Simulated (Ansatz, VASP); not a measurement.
**Ti2NbB3: VASP beside Ansatz**

```
CELL_PARAMETERS angstrom
2.67538 0.00000 0.00000
0.00000 2.67538 0.00000
0.00000 0.00000 9.70892
ATOMIC_POSITIONS crystal
Ti 0.50000 0.50000 0.73923
Ti 0.50000 0.50000 0.26077
Nb 0.00000 0.00000 0.00000
B 0.00000 0.00000 0.58646
B 0.00000 0.00000 0.41354
B 0.50000 0.50000 0.50000
```

Change from the starting cell: species swapped into the Er2Mg3Ru type (P4/mmm, No. 123).

Alike in both runs: functional PBE; k mesh 6 × 6 × 2; occupations gaussian, width 0.1 eV; no spin polarisation.

Ansatz relaxed the structure, and its values are those at the end. VASP's run is a single point on that final structure, the one shown.

|  | VASP | Ansatz |
| --- | --- | --- |
| version | VASP 6.6.1 | Ansatz 0.2.0 |
| potentials or method | VASP PAW PBE potentials, release 64 (Ti_sv, Nb_sv, B) | scalar-relativistic, plane waves, PAW |
| plane-wave cutoff (eV) | 520 | 420 |
| valence electrons in the cell | 46 | 46 |

Ansatz gave:

| Property | Result |
| --- | --- |
| gap on the k mesh at the Fermi level (eV) | none |
| pressure (GPa) | 0.0 |
| rms of the force components (eV/Å) | 0.002 |

Question: What did VASP give for the same quantities?

Answer: gap on the k mesh at the Fermi level (eV): none; pressure (GPa): -0.1; rms of the force components (eV/Å): 0.006.

A gap of «none» marks a metal or a gap that the smearing closes.

Caveats: the k mesh is coarse (spacing up to 0.39 Å⁻¹), so the values aren't converged.
